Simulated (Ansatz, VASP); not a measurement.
# Cross-check of H15C8S2N3O4F2 between VASP and Ansatz

One calculation is typed for both programs; each brings its own data sets and cutoff. How far apart do they land? The structure shown is frame 110 of Ansatz's trajectory.

Main program and level: Ansatz 0.2.0; plane waves, with VASP 6.6.1 beside it; single point at PBE with D3(BJ).

## (1) Set-up

The cell holds 204 atoms: 48 C, 18 N, 90 H, 12 S, 24 O and 12 F. Its edges and angles: a = 13.298 Å, b = 13.298 Å, c = 13.298 Å, α = 90.0°, β = 90.0°, γ = 90.0°.

## (2) Ansatz: dynamics, PBE with D3(BJ)

Ansatz runs on its default PAW (the set named soft_2) files.

This run makes the geometry at which the two programs are then compared.

input.yaml

```yaml
crystal:
  lattice:
    - [13.29799, 0.0, 0.0]
    - [0.0, 13.29799, 0.0]
    - [0.0, 0.0, 13.29799]
  atoms:
    - { symbol: C, position: [0.61926, 0.15964, 0.91608] }
    - { symbol: C, position: [0.50125, 0.17583, 0.93007] }
    - { symbol: C, position: [0.45411, 0.07709, 0.9443] }
    - { symbol: C, position: [0.35735, 0.0662, 0.00291] }
    - { symbol: "N", position: [0.27111, 0.07887, 0.93964] }
    - { symbol: C, position: [0.22312, 0.01552, 0.87476] }
    - { symbol: C, position: [0.14197, 0.06665, 0.83224] }
    - { symbol: "N", position: [0.14025, 0.16162, 0.88482] }
    - { symbol: C, position: [0.05818, 0.23431, 0.88796] }
    - { symbol: C, position: [0.22203, 0.16715, 0.93985] }
    - { symbol: H, position: [0.6487, 0.17369, 0.9891] }
    - { symbol: H, position: [0.63967, 0.08392, 0.8814] }
    - { symbol: H, position: [0.65646, 0.2126, 0.86765] }
    - { symbol: H, position: [0.45823, 0.20768, 0.86372] }
    - { symbol: H, position: [0.48333, 0.23179, 0.98826] }
    - { symbol: H, position: [0.50685, 0.04334, 0.99498] }
    - { symbol: H, position: [0.44848, 0.04029, 0.87684] }
    - { symbol: H, position: [0.34811, 0.99134, 0.02888] }
    - { symbol: H, position: [0.35794, 0.11934, 0.0637] }
    - { symbol: H, position: [0.25037, 0.94022, 0.86249] }
    - { symbol: H, position: [0.07627, 0.04855, 0.79004] }
    - { symbol: H, position: [0.0271, 0.23631, 0.81158] }
    - { symbol: H, position: [0.00414, 0.21204, 0.9448] }
    - { symbol: H, position: [0.09456, 0.30648, 0.90002] }
    - { symbol: H, position: [0.24079, 0.22565, 0.99241] }
    - { symbol: C, position: [0.31458, 0.8666, 0.21411] }
    - { symbol: C, position: [0.40802, 0.92793, 0.25233] }
    - { symbol: C, position: [0.48775, 0.8547, 0.27322] }
    - { symbol: C, position: [0.56697, 0.89162, 0.34911] }
    - { symbol: "N", position: [0.61937, 0.98152, 0.31065] }
    - { symbol: C, position: [0.69008, 0.98458, 0.23107] }
    - { symbol: C, position: [0.7145, 0.08829, 0.22701] }
    - { symbol: "N", position: [0.65164, 0.13527, 0.29867] }
    - { symbol: C, position: [0.64478, 0.24041, 0.31071] }
    - { symbol: C, position: [0.60265, 0.07074, 0.35405] }
    - { symbol: H, position: [0.25205, 0.92768, 0.19926] }
    - { symbol: H, position: [0.28575, 0.81066, 0.26491] }
    - { symbol: H, position: [0.35309, 0.82141, 0.1538] }
    - { symbol: H, position: [0.43566, 0.97427, 0.18617] }
    - { symbol: H, position: [0.38896, 0.96796, 0.32141] }
    - { symbol: H, position: [0.4596, 0.79135, 0.31144] }
    - { symbol: H, position: [0.5185, 0.82221, 0.2083] }
    - { symbol: H, position: [0.61066, 0.82564, 0.35633] }
    - { symbol: H, position: [0.54924, 0.91293, 0.4254] }
    - { symbol: H, position: [0.72014, 0.91159, 0.19407] }
    - { symbol: H, position: [0.76612, 0.13578, 0.17701] }
    - { symbol: H, position: [0.71429, 0.27207, 0.31944] }
    - { symbol: H, position: [0.60631, 0.27669, 0.25079] }
    - { symbol: H, position: [0.58968, 0.2592, 0.37155] }
    - { symbol: H, position: [0.55604, 0.08714, 0.41704] }
    - { symbol: C, position: [0.36862, 0.47237, 0.13625] }
    - { symbol: C, position: [0.25421, 0.45594, 0.15471] }
    - { symbol: C, position: [0.22609, 0.53615, 0.22753] }
    - { symbol: C, position: [0.13388, 0.51129, 0.28613] }
    - { symbol: "N", position: [0.07128, 0.59936, 0.31313] }
    - { symbol: C, position: [0.07698, 0.65042, 0.40475] }
    - { symbol: C, position: [0.00981, 0.72433, 0.40219] }
    - { symbol: "N", position: [0.9651, 0.71687, 0.30636] }
    - { symbol: C, position: [0.88082, 0.7779, 0.27194] }
    - { symbol: C, position: [0.01076, 0.64896, 0.24863] }
    - { symbol: H, position: [0.38544, 0.42559, 0.07493] }
    - { symbol: H, position: [0.41071, 0.45371, 0.20757] }
    - { symbol: H, position: [0.39213, 0.54639, 0.11363] }
    - { symbol: H, position: [0.2356, 0.38191, 0.1878] }
    - { symbol: H, position: [0.2225, 0.46978, 0.0795] }
    - { symbol: H, position: [0.21875, 0.60336, 0.18474] }
    - { symbol: H, position: [0.27944, 0.5531, 0.28223] }
    - { symbol: H, position: [0.13782, 0.46859, 0.35506] }
    - { symbol: H, position: [0.08199, 0.45903, 0.24751] }
    - { symbol: H, position: [0.13689, 0.6217, 0.45001] }
    - { symbol: H, position: [0.97684, 0.77732, 0.45259] }
    - { symbol: H, position: [0.89771, 0.85378, 0.2466] }
    - { symbol: H, position: [0.84138, 0.74692, 0.20793] }
    - { symbol: H, position: [0.83116, 0.78002, 0.33756] }
    - { symbol: H, position: [0.99671, 0.62304, 0.16761] }
    - { symbol: C, position: [0.61893, 0.48336, 0.72197] }
    - { symbol: C, position: [0.57067, 0.37967, 0.72998] }
    - { symbol: C, position: [0.64472, 0.30669, 0.6796] }
    - { symbol: C, position: [0.67994, 0.32897, 0.57712] }
    - { symbol: "N", position: [0.78317, 0.36798, 0.57409] }
    - { symbol: C, position: [0.82449, 0.40692, 0.47946] }
    - { symbol: C, position: [0.92251, 0.44518, 0.50383] }
    - { symbol: "N", position: [0.94566, 0.40675, 0.59968] }
    - { symbol: C, position: [0.0426, 0.42085, 0.65249] }
    - { symbol: C, position: [0.8635, 0.35496, 0.6312] }
    - { symbol: H, position: [0.55789, 0.53501, 0.74604] }
    - { symbol: H, position: [0.62283, 0.50993, 0.64947] }
    - { symbol: H, position: [0.68784, 0.49739, 0.7629] }
    - { symbol: H, position: [0.56354, 0.35614, 0.80584] }
    - { symbol: H, position: [0.49512, 0.37101, 0.69676] }
    - { symbol: H, position: [0.70644, 0.3056, 0.72898] }
    - { symbol: H, position: [0.61381, 0.22828, 0.68456] }
    - { symbol: H, position: [0.63588, 0.37756, 0.52631] }
    - { symbol: H, position: [0.67812, 0.25664, 0.53701] }
    - { symbol: H, position: [0.77733, 0.41164, 0.41066] }
    - { symbol: H, position: [0.98095, 0.49317, 0.46463] }
    - { symbol: H, position: [0.1063, 0.42972, 0.59954] }
    - { symbol: H, position: [0.05385, 0.36724, 0.71104] }
    - { symbol: H, position: [0.0349, 0.493, 0.68812] }
    - { symbol: H, position: [0.86178, 0.31041, 0.70362] }
    - { symbol: C, position: [0.28755, 0.43642, 0.82873] }
    - { symbol: C, position: [0.34104, 0.53906, 0.83166] }
    - { symbol: C, position: [0.26794, 0.60618, 0.89102] }
    - { symbol: C, position: [0.30088, 0.71299, 0.88028] }
    - { symbol: "N", position: [0.25147, 0.75408, 0.79018] }
    - { symbol: C, position: [0.14821, 0.75303, 0.77343] }
    - { symbol: C, position: [0.12801, 0.78038, 0.67879] }
    - { symbol: "N", position: [0.2238, 0.81609, 0.64292] }
    - { symbol: C, position: [0.23356, 0.87828, 0.55319] }
    - { symbol: C, position: [0.29638, 0.78967, 0.70623] }
    - { symbol: H, position: [0.23817, 0.42226, 0.89004] }
    - { symbol: H, position: [0.24096, 0.43606, 0.76012] }
    - { symbol: H, position: [0.33542, 0.37606, 0.82562] }
    - { symbol: H, position: [0.41711, 0.54047, 0.85762] }
    - { symbol: H, position: [0.34787, 0.55843, 0.75626] }
    - { symbol: H, position: [0.19437, 0.59493, 0.8709] }
    - { symbol: H, position: [0.27404, 0.59264, 0.96808] }
    - { symbol: H, position: [0.26372, 0.75837, 0.94234] }
    - { symbol: H, position: [0.38374, 0.72229, 0.86448] }
    - { symbol: H, position: [0.10338, 0.72535, 0.83523] }
    - { symbol: H, position: [0.06459, 0.79964, 0.62971] }
    - { symbol: H, position: [0.30718, 0.89549, 0.5243] }
    - { symbol: H, position: [0.19513, 0.94224, 0.5762] }
    - { symbol: H, position: [0.1876, 0.8351, 0.49574] }
    - { symbol: H, position: [0.37033, 0.82025, 0.70155] }
    - { symbol: C, position: [0.54229, 0.98892, 0.64218] }
    - { symbol: C, position: [0.63954, 0.93611, 0.62172] }
    - { symbol: C, position: [0.71691, 0.97329, 0.6958] }
    - { symbol: C, position: [0.82548, 0.94798, 0.66747] }
    - { symbol: "N", position: [0.84483, 0.8467, 0.68665] }
    - { symbol: C, position: [0.83402, 0.7657, 0.624] }
    - { symbol: C, position: [0.83996, 0.67826, 0.6837] }
    - { symbol: "N", position: [0.86787, 0.71511, 0.77503] }
    - { symbol: C, position: [0.86651, 0.66314, 0.86942] }
    - { symbol: C, position: [0.88374, 0.81146, 0.77204] }
    - { symbol: H, position: [0.51384, 0.95454, 0.70772] }
    - { symbol: H, position: [0.49421, 0.97617, 0.5733] }
    - { symbol: H, position: [0.54694, 0.07522, 0.65788] }
    - { symbol: H, position: [0.66307, 0.94069, 0.55112] }
    - { symbol: H, position: [0.6301, 0.85924, 0.63275] }
    - { symbol: H, position: [0.7041, 0.94014, 0.77522] }
    - { symbol: H, position: [0.71365, 0.05346, 0.70192] }
    - { symbol: H, position: [0.84537, 0.95601, 0.58976] }
    - { symbol: H, position: [0.88255, 0.98882, 0.71413] }
    - { symbol: H, position: [0.81686, 0.77907, 0.5449] }
    - { symbol: H, position: [0.83992, 0.59918, 0.68403] }
    - { symbol: H, position: [0.91657, 0.60176, 0.84312] }
    - { symbol: H, position: [0.90578, 0.71822, 0.92321] }
    - { symbol: H, position: [0.79456, 0.64214, 0.89756] }
    - { symbol: H, position: [0.91591, 0.85839, 0.82854] }
    - { symbol: "N", position: [0.27664, 0.27492, 0.46136] }
    - { symbol: S, position: [0.38236, 0.2514, 0.52249] }
    - { symbol: O, position: [0.46705, 0.31689, 0.49577] }
    - { symbol: O, position: [0.41163, 0.14736, 0.53093] }
    - { symbol: F, position: [0.35606, 0.28588, 0.63145] }
    - { symbol: S, position: [0.28448, 0.20698, 0.36251] }
    - { symbol: O, position: [0.27291, 0.09874, 0.36426] }
    - { symbol: O, position: [0.35585, 0.23715, 0.28028] }
    - { symbol: F, position: [0.18234, 0.23971, 0.30509] }
    - { symbol: "N", position: [0.97623, 0.97666, 0.05571] }
    - { symbol: S, position: [0.02929, 0.87195, 0.03377] }
    - { symbol: O, position: [0.06125, 0.863, 0.92802] }
    - { symbol: O, position: [0.99837, 0.77908, 0.08199] }
    - { symbol: F, position: [0.12302, 0.87925, 0.0966] }
    - { symbol: S, position: [0.88858, 0.98842, 0.97615] }
    - { symbol: O, position: [0.81954, 0.91017, 0.97477] }
    - { symbol: O, position: [0.9161, 0.03325, 0.87957] }
    - { symbol: F, position: [0.81389, 0.07233, 0.03103] }
    - { symbol: "N", position: [0.47352, 0.57236, 0.47539] }
    - { symbol: S, position: [0.36218, 0.5666, 0.48164] }
    - { symbol: O, position: [0.3048, 0.64624, 0.4319] }
    - { symbol: O, position: [0.32562, 0.53615, 0.57816] }
    - { symbol: F, position: [0.34148, 0.46873, 0.41099] }
    - { symbol: S, position: [0.51995, 0.66318, 0.53781] }
    - { symbol: O, position: [0.6269, 0.68046, 0.53518] }
    - { symbol: O, position: [0.47431, 0.68812, 0.63403] }
    - { symbol: F, position: [0.48065, 0.75585, 0.47568] }
    - { symbol: "N", position: [0.84841, 0.31602, 0.05442] }
    - { symbol: S, position: [0.94238, 0.33339, 0.12548] }
    - { symbol: O, position: [0.91682, 0.39085, 0.21747] }
    - { symbol: O, position: [0.03814, 0.35688, 0.08003] }
    - { symbol: F, position: [0.95953, 0.22782, 0.17311] }
    - { symbol: S, position: [0.83638, 0.41069, 0.98801] }
    - { symbol: O, position: [0.88151, 0.40576, 0.88826] }
    - { symbol: O, position: [0.83505, 0.51151, 0.03148] }
    - { symbol: F, position: [0.72132, 0.40197, 0.95872] }
    - { symbol: "N", position: [0.99649, 0.15448, 0.42364] }
    - { symbol: S, position: [0.97987, 0.14922, 0.5416] }
    - { symbol: O, position: [0.87567, 0.15316, 0.57741] }
    - { symbol: O, position: [0.05853, 0.20167, 0.59838] }
    - { symbol: F, position: [0.01021, 0.03116, 0.56557] }
    - { symbol: S, position: [0.96568, 0.0479, 0.38467] }
    - { symbol: O, position: [0.86219, 0.01946, 0.40473] }
    - { symbol: O, position: [0.03753, 0.96675, 0.39185] }
    - { symbol: F, position: [0.95562, 0.07221, 0.26733] }
    - { symbol: "N", position: [0.63199, 0.53249, 0.11888] }
    - { symbol: S, position: [0.64091, 0.55874, 0.23159] }
    - { symbol: O, position: [0.64232, 0.47319, 0.29675] }
    - { symbol: O, position: [0.58213, 0.64627, 0.26688] }
    - { symbol: F, position: [0.75314, 0.5986, 0.24136] }
    - { symbol: S, position: [0.62356, 0.62287, 0.05257] }
    - { symbol: O, position: [0.68413, 0.70683, 0.077] }
    - { symbol: O, position: [0.5236, 0.6468, 0.00881] }
    - { symbol: F, position: [0.67197, 0.56647, 0.95824] }
kpoints:
  mp_grid: { grid: [1, 1, 1] }
hamiltonian:
  xc: pbe
  dispersion: d3bj
scf:
  occupations: { method: gaussian, width: 0.025 }
output:
  forces: true
md:
  timestep: 0.5
  n_steps: 110
  ensemble: nvt_langevin
  temperature: 450
  initial_velocities: maxwell_boltzmann
  seed: 3500
```

Launch:

```sh
> ansatz run input.yaml --threads 4 --pin off --max-ram 8192MiB --backend cpu --events-out ev --progress --plain --runs-dir out
```

Numbers of over 12 decimals in the logs are rounded to 6 here.

Output:

```text
Warning: md: disabling space-group detection — thermal motion breaks the input geometry's symmetry, so no spatial operation reduces the k-mesh or symmetrises the density; time reversal is kept, so that k and −k are solved as one point where they differ and the mesh holds both, and exact exchange and, on two spinor components, a DFT+U term hold to it where the run has them: on two components no moment then forms, and  [...]
Engine: ansatz 0.2.0, aarch64-unknown-linux-gnu
Pseudopotentials: kind: paw
Pseudopotential: C, paw, valence charge 4, recommended cutoff 420 eV (normal), C.paw.azcp
Pseudopotential: N, paw, valence charge 5, recommended cutoff 420 eV (normal), N.paw.azcp
Pseudopotential: H, paw, valence charge 1, recommended cutoff 420 eV (normal), H.paw.azcp
Pseudopotential: S, paw, valence charge 6, recommended cutoff 420 eV (normal), S.paw.azcp
Pseudopotential: O, paw, valence charge 6, recommended cutoff 420 eV (normal), O.paw.azcp
Pseudopotential: F, paw, valence charge 7, recommended cutoff 420 eV (normal), F.paw.azcp
Functional definition: PBE
  parameter kappa = 0.804
  parameter beta = 0.066725
  exchange = pbe_x(kappa = kappa, mu = beta*pi^2/3)
  correlation = pbe_c(beta = beta)
Crystal: 204 atoms, lattice volume = 2351.571 Å³
Basis set: ecut = 420 eV, 45961 PW (Γ), exchange–correlation on 180×180×180 points (8 copies of the dense FFT grid, shifted against one another)
Bands: 540, of which v1, the nominal top of the filled ones, is band 336 counted from 1 (335 counted from 0)
Symmetry: 1 space group operations
k-points: 1
Non-local potential: C, projectors of the file, l = 0: 2, l = 1: 2, l = 2: 1
Non-local potential: N, projectors of the file, l = 0: 2, l = 1: 2, l = 2: 1
Non-local potential: H, projectors of the file, l = 0: 2, l = 1: 1
Non-local potential: S, projectors of the file, l = 0: 2, l = 1: 2, l = 2: 2
Non-local potential: O, projectors of the file, l = 0: 2, l = 1: 2, l = 2: 1
Non-local potential: F, projectors of the file, l = 0: 2, l = 1: 2, l = 2: 1
PAW form: soft (Blöchl's): semilocal exchange-correlation on the pseudo side does not see the compensation charge
PAW one-centre angular grid: C, 110 points (default); XC on 64 Gauss nodes
PAW one-centre angular grid: N, 110 points (default); XC on 64 Gauss nodes
PAW one-centre angular grid: H, 110 points (default); XC on 64 Gauss nodes
PAW one-centre angular grid: S, 110 points (default); XC on 64 Gauss nodes
PAW one-centre angular grid: O, 110 points (default); XC on 64 Gauss nodes
PAW one-centre angular grid: F, 110 points (default); XC on 64 Gauss nodes
Initial density: superposition of atomic densities (neutral atoms: chi_scale 0, normalization atom), corrected by the library's trained network
Initial wavefunctions: pseudopotential atomic-orbital guess
Functional: x = pbe(κ = 0.804, μ = 0.219515), c = pbe(β = 0.066725)
SCF iter   1: F=—  HF=-54515.874881 eV  |F-HF|=—  |Δ(HF+E_count)|=         —  Δρ=6.20e-3  dr2=2.08e0  ethr=1.77e-3  ⟨swp⟩=6.0  Hψ=2627  notcnv=0  defer=62
preconditioner: auto → Resta (q_TF=auto, 2.214 Å⁻¹)  ε∞=2.5  [insulator: Δε(μ)=3.642 eV  Ē_g=15.810 eV  σ=0.025 eV  W_gap=1.00  n_scr=436 (ndim 8)  ℏωp=19.5 eV  f_vac=0.268  D(μ)=0.00/eV (n_scr^D=0)  ε∞_Penn≈2.5]
SCF iter   2: F=—  HF=-54515.262993 eV  |F-HF|=—  |Δ(HF+E_count)|=   6.12e-1  Δρ=3.27e-3  dr2=5.10e-1  ethr=3.09e-4  ⟨swp⟩=2.0  Hψ=690  notcnv=0  defer=198
SCF iter   3: F=—  HF=-54515.150283 eV  |F-HF|=—  |Δ(HF+E_count)|=   1.13e-1  Δρ=2.05e-3  dr2=1.60e-1  ethr=7.58e-5  ⟨swp⟩=3.0  Hψ=669  notcnv=0  defer=198
SCF iter   4: F=—  HF=-54515.104298 eV  |F-HF|=—  |Δ(HF+E_count)|=   4.60e-2  Δρ=8.04e-4  dr2=2.03e-2  ethr=2.38e-5  ⟨swp⟩=2.0  Hψ=913  notcnv=0  defer=200
SCF iter   5: F=—  HF=-54515.100661 eV  |F-HF|=—  |Δ(HF+E_count)|=   3.64e-3  Δρ=5.02e-4  dr2=5.84e-3  ethr=3.01e-6  ⟨swp⟩=2.0  Hψ=662  notcnv=0  defer=200
SCF iter   6: F=—  HF=-54515.099817 eV  |F-HF|=—  |Δ(HF+E_count)|=   8.44e-4  Δρ=1.76e-4  dr2=8.09e-4  ethr=8.70e-7  ⟨swp⟩=2.0  Hψ=662  notcnv=0  defer=200
SCF iter   7: F=—  HF=-54515.099782 eV  |F-HF|=—  |Δ(HF+E_count)|=   3.45e-5  Δρ=6.12e-5  dr2=9.55e-5  ethr=1.20e-7  ⟨swp⟩=2.0  Hψ=647  notcnv=0  defer=200
SCF iter   8: F=—  HF=-54515.100381 eV  |F-HF|=—  |Δ(HF+E_count)|=   5.99e-4  Δρ=3.43e-5  dr2=2.62e-5  ethr=1.42e-8  ⟨swp⟩=2.0  Hψ=662  notcnv=0  defer=200
SCF iter   9: F=—  HF=-54515.100382 eV  |F-HF|=—  |Δ(HF+E_count)|=   3.65e-7  Δρ=9.95e-6  dr2=2.69e-6  ethr=3.89e-9  ⟨swp⟩=2.0  Hψ=662  notcnv=0  defer=200
[...]
atom  42  H      0.74808302    -0.32226497     0.43896305
  atom  43  H      1.08518011     0.11100792     0.36277388
  atom  44  H      0.17844017    -0.30543316     0.21740304
  atom  45  H      1.09683085     0.20814406    -0.39883085
  atom  46  H      1.07047561     0.56153146    -0.83863474
  atom  47  H      0.70707668     0.22356465     0.18592215
  atom  48  H     -0.34876337     0.12591525    -1.10628817
  atom  49  H      0.78420504    -0.27692535    -0.30673049
  atom  50  H     -0.79911094     0.42822979     0.53674124
  atom  51  C     -1.45470772     0.68509374     1.92103657
  atom  52  C     -0.32001778     0.09264781     0.01958976
  atom  53  C      0.01080594    -2.62076552    -0.89808150
  atom  54  C     -0.19003837     0.72094905    -0.78951077
  atom  55  N      2.81871822    -2.43347513     0.91085397
  atom  56  C     -0.14232778    -0.85149303    -0.82041919
  atom  57  C     -1.90032289     3.27016872     0.66201832
  atom  58  N     -0.31120481     2.41198258     3.88614236
  atom  59  C     -0.71737440    -0.69858465    -0.40999557
  atom  60  C      0.34191104    -3.21590783    -5.87815460
  atom  61  H      0.12792435    -1.04995351    -0.56386733
  atom  62  H     -0.44760306    -0.19256644    -0.30195505
  atom  63  H     -0.02857326     0.84335015    -0.69515303
  atom  64  H      0.04824411    -0.05945829     0.95577808
  atom  65  H      0.34479230     0.96933436     0.07532216
[...]
atom 197  S     -2.39066848    -3.23521290    -0.49376329
  atom 198  O      0.52104354     1.53871050    -0.94839811
  atom 199  O     -0.32811721     1.02163884     0.56012605
  atom 200  F      2.20162554     0.58991940     0.51024990
  atom 201  S     -0.28929651    -1.79464563     0.91020315
  atom 202  O     -1.11513326    -0.32795879    -0.53372026
  atom 203  O     -0.02132779     1.43899007     0.44311050
  atom 204  F      0.92053398    -0.24931048     0.16316027
  max |Σ_I F_I| component: 1.31e-4 eV/Å
--- MD trajectory: 110 steps, t = 0.0 → 55.0 fs ---
  final state: T = 487.7 K   F+E_penalty+E_count = -54518.58173707 eV   E_kin = 12.859357 eV
```

The column dr2 measures how far the density is from self-consistency, as an energy; F and HF (Harris–Foulkes) agree once it is small.

(Part 1 of 2 ends here.)

[Lines on the potential files, build, host, timing and source positions are cut from VASP's logs without a mark.]

[Logs are printed without paths, hosts, clocks, repeated set-up lines and the standing remarks that a program may print on its own settings, such as how far it seeks lower states.]

[Hosts, paths, dates, database ids (printed as entryN), source tags and the programs' standing remarks are cut or masked in the printed files.]
